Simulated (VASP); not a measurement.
# ReSb2 (Fm-3m) in VASP: a series of runs

Runs on ReSb2. Level: PBE. Tasks: density of states, electric field gradients.

Program: VASP 6.6.1. These are calculated values, not measurements. Logs are shortened: lines on timing, memory, paths and dates and some standing lists are left out, and cuts for length are marked.

### 1 The structure

It takes space group Fm-3m (No. 225, cubic). The conventional cell has a = 6.502 Å, b = 6.502 Å, c = 6.502 Å, α = 90.00°, β = 90.00°, γ = 90.00°. Around Re (site symmetry m-3m) lie 8 Sb at 2.82 Å. Sb (site symmetry -43m) is surrounded by 4 Re at 2.82 Å.

The cell comes from a database or a generator and needn't be the stable form of this composition.

### 2 Density of states, PBE

File POSCAR:

```
ReSb2
1.0
    0.0000000000      3.2511082968      3.2511082968
    3.2511082968      0.0000000000      3.2511082968
    3.2511082968      3.2511082968      0.0000000000
Re Sb
1 2
Direct
    0.0000000000      0.0000000000      0.0000000000
    0.2500000000      0.2500000000      0.2500000000
    0.7500000000      0.7500000000      0.7500000000
```

File INCAR.step1:

```
  PREC = Accurate
  ENCUT = 520
  EDIFF = 1E-7
  ISMEAR = -1
  SIGMA = 0.05
  LREAL = F
  LASPH = T
  NELM = 100
  ALGO = Fast
  ISIF = 2
  LWAVE = F
  LCHARG = T
  LMAXMIX = 4
  GGA = PE
  NBANDS = 16
```

File KPOINTS.step1:

```
regular mesh
0
Gamma
  9 9 9
```

File INCAR.step2:

```
  PREC = Accurate
  ENCUT = 520
  EDIFF = 1E-7
  ISMEAR = -5
  SIGMA = 0.05
  LREAL = F
  LASPH = T
  NELM = 100
  ALGO = Fast
  ISIF = 2
  LWAVE = F
  LCHARG = F
  LMAXMIX = 4
  GGA = PE
  LORBIT = 11
  NEDOS = 1001
  ICHARG = 11
```

File KPOINTS.step2:

```
regular mesh
0
Gamma
  14 14 14
```

Potentials or basis: VASP PAW PBE potentials, release 64 (Re, Sb).

On the command line:

```bash
$ cat potpaw_PBE.64/Re/POTCAR potpaw_PBE.64/Sb/POTCAR > POTCAR
$ cp INCAR.step1 INCAR
$ cp KPOINTS.step1 KPOINTS
$ mpirun -np 1 vasp_std > vasp.out
$ cp INCAR.step2 INCAR
$ cp KPOINTS.step2 KPOINTS
$ mpirun -np 1 vasp_std > vasp.out
```

OUTCAR:

```text
PREC = Accurate
   ENCUT = 520
   EDIFF = 1E-7
   ISMEAR = -5
   LREAL = F
   LASPH = T
   NELM = 100
   ISIF = 2
   GGA = PE
   LORBIT = 11
   ICHARG = 11

 ion  position               nearest neighbor table
   1  0.000  0.000  0.000-   3 2.82   3 2.82   3 2.82   2 2.82   3 2.82   2 2.82   2 2.82   2 2.82

   2  0.250  0.250  0.250-   1 2.82   1 2.82   1 2.82   1 2.82   3 3.25   3 3.25   3 3.25   3 3.25
                             3 3.25   3 3.25
   3  0.750  0.750  0.750-   1 2.82   1 2.82   1 2.82   1 2.82   2 3.25   2 3.25   2 3.25   2 3.25
                             2 3.25   2 3.25

  LATTYP: Found a face centered cubic cell.
 ALAT       =     6.5022165936

  Lattice vectors:

 A1 = (   0.0000000000,   3.2511082968,   3.2511082968)
 A2 = (   3.2511082968,   0.0000000000,   3.2511082968)
 A3 = (   3.2511082968,   3.2511082968,   0.0000000000)

Analysis of symmetry for initial positions (statically):
=====================================================================
 Subroutine PRICEL returns:
 Original cell was already a primitive cell.

 Routine SETGRP: Setting up the symmetry group for a
 face centered cubic supercell.

 Subroutine GETGRP returns: Found 48 space group operations
 (whereof 48 operations were pure point group operations)
 out of a pool of 48 trial point group operations.

The static configuration has the point symmetry O_h .

Analysis of symmetry for dynamics (positions and initial velocities):
=====================================================================
 Subroutine PRICEL returns:
 Original cell was already a primitive cell.

 Routine SETGRP: Setting up the symmetry group for a
 face centered cubic supercell.

 Subroutine GETGRP returns: Found 48 space group operations
 (whereof 48 operations were pure point group operations)
 out of a pool of 48 trial point group operations.

The dynamic configuration has the point symmetry O_h .

 Subroutine INISYM returns: Found 48 space group operations
 (whereof 48 operations are pure point group operations),
 and found     1 'primitive' translations

----------------------------------------------------------------------------------------

                                     Primitive cell

  volume of cell :      68.7265

  direct lattice vectors                    reciprocal lattice vectors
     0.000000000  3.251108297  3.251108297    -0.153793708  0.153793708  0.153793708
     3.251108297  0.000000000  3.251108297     0.153793708 -0.153793708  0.153793708
     3.251108297  3.251108297  0.000000000     0.153793708  0.153793708 -0.153793708

  length of vectors
     4.597761446  4.597761446  4.597761446     0.266378516  0.266378516  0.266378516

  position of ions in fractional coordinates (direct lattice)
     0.000000000  0.000000000  0.000000000
     0.250000000  0.250000000  0.250000000
     0.750000000  0.750000000  0.750000000

  ion indices of the primitive-cell ions
   primitive index   ion index
                 1           1
                 2           2
                 3           3

----------------------------------------------------------------------------------------

 KPOINTS: regular mesh

Automatic generation of k-mesh.
 Grid dimensions read from file:
 generate k-points for:   14   14   14

 Generating k-lattice:

  Cartesian coordinates                     Fractional coordinates (reciprocal lattice)
    -0.010985265  0.010985265  0.010985265     0.071428571  0.000000000  0.000000000
     0.010985265 -0.010985265  0.010985265     0.000000000  0.071428571  0.000000000
     0.010985265  0.010985265 -0.010985265     0.000000000  0.000000000  0.071428571

  Length of vectors
     0.019027037  0.019027037  0.019027037

  Shift w.r.t. Gamma in fractional coordinates (k-lattice)
     0.000000000  0.000000000  0.000000000

 TETIRR: Found    389 inequivalent tetrahedra from    16464

 Subroutine IBZKPT returns following result:
 ===========================================

 Found    104 irreducible k-points:

 Following reciprocal coordinates:
            Coordinates               Weight
  0.000000  0.000000  0.000000      1.000000
  0.071429  0.000000  0.000000      8.000000
  0.142857  0.000000  0.000000      8.000000
  0.214286  0.000000  0.000000      8.000000
  0.285714  0.000000  0.000000      8.000000
  0.357143  0.000000  0.000000      8.000000
[... 16 lines left out ...]
  0.214286  0.142857  0.000000     24.000000
  0.285714  0.142857  0.000000     24.000000
 [... further k-points ...]
   k-points           NKPTS =    104   k-points in BZ     NKDIM =    104   number of bands    NBANDS=     12
   number of dos      NEDOS =   1001   number of ions     NIONS =      3
   total plane-waves  NPLWV =  46656
   dimension x,y,z NGX =    36 NGY =   36 NGZ =   36
   dimension x,y,z NGXF=    72 NGYF=   72 NGZF=   72
   ions per type =               1   2
   NGX,Y,Z   is equivalent  to a cutoff of  13.02, 13.02, 13.02 a.u.
   NGXF,Y,Z  is equivalent  to a cutoff of  26.03, 26.03, 26.03 a.u.
 SYSTEM =  unknown system
   PREC   = accura    normal or accurate (medium, high low for compatibility)
   ISTART =      0    job   : 0-new  1-cont  2-samecut
   ICHARG =     11    charge: 1-file 2-atom 10-const
   ISPIN  =      1    spin polarized calculation?
   LNONCOLLINEAR =      F non collinear calculations
   LSORBIT =      F    spin-orbit coupling
   LASPH  =      T    aspherical Exc in radial PAW
   ENCUT  =  520.0 eV  38.22 Ry    6.18 a.u.   8.55  8.55  8.55*2*pi/ulx,y,z
   NELM   =    100;   NELMIN=  2; NELMDL=  0     # of ELM steps
   EDIFF  = 0.1E-06   stopping-criterion for ELM
   LREAL  =      F    real-space projection
   EDIFFG = 0.1E-05   stopping-criterion for IOM
   NSW    =      0    number of steps for IOM
   IBRION =     -1    ionic relax: 0-MD 1-quasi-New 2-CG
   NFREE  =      0    steps in history (QN), initial steepest desc. (CG)
   ISIF   =      2    stress and relaxation
   ISYM   =      2    0-nonsym 1-usesym 2-fastsym
   POTIM  = 0.5000    time-step for ionic-motion
   TEBEG  =    0.0;   TEEND  =   0.0 temperature during run
   PSTRESS=    0.0 pullay stress
   NELECT =      17.0000    total number of electrons
   NUPDOWN=      -1.0000    fix difference up-down
   EMIN   =  10.00;   EMAX   =-10.00  energy-range for DOS
   EFERMI =   0.00;   METHOD = LEGACY
   ISMEAR =    -5;   SIGMA  =   0.05  broadening in eV -4-tet -1-fermi 0-gaus
   EFERMI_NEDOS =   21; number of points for ismear=-14 and -15
   IALGO  =     68    algorithm
   IMIX   =      4    mixing-type and parameters
     AMIX     =   0.40;   BMIX     =  1.00
     AMIX_MAG =   1.60;   BMIX_MAG =  1.00
  volume/ion in A,a.u.               =      22.91       154.60
  Fermi-wavevector in a.u.,A,eV,Ry     =   1.027661  1.941997 14.368926  1.056086
  Thomas-Fermi vector in A             =   2.161617
   LORBIT       =     11    0 simple, 1 ext, 2 COOP (PROOUT), +10 PAW based schemes
   GGA     = PE    functional components
   LHFCALC =     F    Hartree Fock is set to
   AEXX    =    0.0000 exact exchange contribution
   IVDW    =     0    specifies the selected vdW correction
   LEPSILON=     F    determine dielectric tensor
   LRPA    =     F    only Hartree local field effects (RPA)
 non-spin polarized calculation
 RMM-DIIS sequential band-by-band and
 Fermi weights with tetrahedron method with Bloechl corrections
  energy-cutoff  :      520.00
  volume of cell :       68.73
 maximum number of plane-waves:      1868
 NGX is ok and might be reduce to    36

 number of electron      17.0000000 magnetization

 Free energy of the ion-electron system (eV)
  ---------------------------------------------------
  ext. energy  EPLUGINS =         0.00000000
  ---------------------------------------------------
  free energy    TOTEN  =       -19.36379390 eV

  energy without entropy =      -19.36379390  energy(sigma->0) =      -19.36379390

 E-fermi :   7.9456     XC(G=0): -10.8181

 val. band max:        8.0092296857   @ k =   0.3571   0.0000   0.0000
 cond. band min:       7.7519702396   @ k =   0.2857   0.2857   0.0000
 fundamental gap:     -0.2572594461
 Fermi energy:         7.9455531791

 k-point     1 :       0.0000    0.0000    0.0000
  band No.  band energies     occupation
      1      -4.5618      2.00000
      2       2.2301      2.00000
      3       3.5479      2.00000
      4       3.5479      2.00000
      5       3.5479      2.00000
      6       7.0332      2.00000
      7       7.0332      2.00000
      8       9.9457      0.00000
      9       9.9457      0.00000
     10       9.9457      0.00000
     11      11.7607      0.00000
     12      11.8347      0.00000

 k-point     2 :       0.0714    0.0000    0.0000
  band No.  band energies     occupation
      1      -4.5061      2.00000
      2       1.8289      2.00000
      3       3.5824      2.00000
      4       3.5824      2.00000
      5       3.9970      2.00000
      6       6.9622      2.00000
      7       6.9622      2.00000
      8       9.4867      0.00000
      9       9.8795      0.00000
     10       9.8795      0.00000
     11      11.1294      0.00000
     12      11.5914      0.00000
[... 301 lines left out ...]
 k-point    23 :       0.2143    0.1429    0.0000
  band No.  band energies     occupation
      1      -4.0676      2.00000
      2       0.5991      2.00000
      3       3.6639      2.00000
      4       3.6886      2.00000
      5       5.6556      2.00000
      6       5.9449      2.00000
      7       7.1092      2.00000
      8       7.9089      1.45348
      9       8.7455      0.00000
     10       8.9882      0.00000
     11      11.0237      0.00000
     12      11.6914      0.00000

 k-point    24 :       0.2857    0.1429    0.0000
  band No.  band energies     occupation
      1      -3.7689      2.00000
      2       0.0839      2.00000
      3       3.7779      2.00000
      4       3.8336      2.00000
      5       5.1720      2.00000
      6       6.6822      2.00000
      7       7.0728      2.00000
      8       7.1320      2.00000
      9       8.2413     -0.15802
     10       8.8255      0.00000
     11      10.8057      0.00000
     12      11.8737      0.00000

 [... further k-points ...]

------------------------ aborting loop because EDIFF is reached ----------------------------------------

  FORCE on cell =-STRESS in cart. coord.  units (eV):
  Direction    XX          YY          ZZ          XY          YZ          ZX
  --------------------------------------------------------------------------------------
  -------------------------------------------------------------------------------------
  Total       -0.0367341     -0.0367341     -0.0367341      0.0000000      0.0000000      0.0000000
  in kB       -0.8563591     -0.8563591     -0.8563591      0.0000000      0.0000000      0.0000000
  external PRESSURE =      -0.8563591 kB  Pullay stress =       0.0000000 kB

 VOLUME and BASIS-vectors are now :
 -----------------------------------------------------------------------------
  energy-cutoff  :      520.00
  volume of cell :       68.73
      direct lattice vectors                 reciprocal lattice vectors
     0.000000000  3.251108297  3.251108297    -0.153793708  0.153793708  0.153793708
     3.251108297  0.000000000  3.251108297     0.153793708 -0.153793708  0.153793708
     3.251108297  3.251108297  0.000000000     0.153793708  0.153793708 -0.153793708

 POSITION                                       TOTAL-FORCE (eV/Angst)
 -----------------------------------------------------------------------------------
      0.00000      0.00000      0.00000         0.000000     -0.000000      0.000000
      1.62555      1.62555      1.62555        -0.000000     -0.000000     -0.000000
      4.87666      4.87666      4.87666         0.000000      0.000000      0.000000
 -----------------------------------------------------------------------------------
    total drift:                               -0.000000      0.000000      0.000000

  FREE ENERGIE OF THE ION-ELECTRON SYSTEM (eV)
  ---------------------------------------------------
  free  energy   TOTEN  =       -19.3637939016 eV

  energy  without entropy=      -19.3637939016  energy(sigma->0) =      -19.36379390

 total charge

# of ion       s       p       d       tot
------------------------------------------
    1        0.523   0.402   4.993   5.918
    2        1.150   1.178   0.078   2.406
    3        1.150   1.178   0.078   2.406
--------------------------------------------------
tot          2.822   2.758   5.149  10.730
```

It took 91 s on 1 thread of AMD EPYC 9R45 (Zen 5), shared host; peak memory 0.23 GiB.

What came out:

| Item | Value |
| --- | --- |
| Valence electrons inside the program's atomic spheres | Re 5.92; Sb 2.41 |

Levels at points of the mesh, in eV from the Fermi level:
| k point | band 4 | band 5 | band 6 | band 7 | band 8 | band 9 | band 10 | band 11 | band 12 |
| --- | --- | --- | --- | --- | --- | --- | --- | --- | --- |
| (0.00, 0.00, 0.00) | -4.40 | -4.40 | -0.91 | -0.91 | 2.00 | 2.00 | 2.00 | 3.82 | 3.89 |
| (0.50, 0.00, 0.00) | -3.61 | -2.84 | -1.31 | -1.31 | -0.68 | -0.68 | -0.56 | 2.28 | 4.28 |
| (0.50, 0.50, 0.00) | -3.81 | -3.81 | -1.49 | -1.49 | -1.36 | -0.45 | 1.96 | 4.02 | 5.44 |

States per cell in windows of 1 eV (zero at the Fermi level; states under -8 eV left out):
| from (eV) | total | Re1_d | Sb2_p | Sb3_p | Re1_p | Re1_s | Sb2_s |
| --- | --- | --- | --- | --- | --- | --- | --- |
| -8.0 | 0.22 | 0.02 | 0.00 | 0.00 | 0.00 | 0.00 | 0.06 |
| -7.0 | 0.23 | 0.01 | 0.02 | 0.02 | 0.00 | 0.03 | 0.01 |
| -6.0 | 0.63 | 0.03 | 0.08 | 0.08 | 0.01 | 0.09 | 0.01 |
| -5.0 | 2.38 | 0.43 | 0.31 | 0.31 | 0.07 | 0.09 | 0.02 |
| -4.0 | 2.17 | 0.54 | 0.26 | 0.26 | 0.06 | 0.07 | 0.02 |
| -3.0 | 1.14 | 0.36 | 0.12 | 0.12 | 0.03 | 0.03 | 0.02 |
| -2.0 | 2.79 | 1.35 | 0.20 | 0.20 | 0.06 | 0.05 | 0.02 |
| -1.0 | 3.68 | 2.11 | 0.15 | 0.15 | 0.10 | 0.05 | 0.04 |
| 0.0 | 1.83 | 0.74 | 0.15 | 0.15 | 0.11 | 0.01 | 0.04 |
| 1.0 | 0.95 | 0.34 | 0.09 | 0.09 | 0.04 | 0.00 | 0.04 |
| 2.0 | 1.44 | 0.58 | 0.09 | 0.09 | 0.02 | 0.01 | 0.08 |
| 3.0 | 0.96 | 0.26 | 0.09 | 0.09 | 0.01 | 0.01 | 0.02 |
| 4.0 | 1.82 | 0.58 | 0.23 | 0.23 | 0.00 | 0.05 | 0.00 |
| 5.0 | 0.02 | 0.00 | 0.00 | 0.00 | 0.00 | 0.00 | 0.00 |

Caveat: tetrahedron occupations give inexact forces and stress in metals. The run has no spin-orbit coupling, so splittings on Re, Sb are missing.

[end of part 1 of 2]
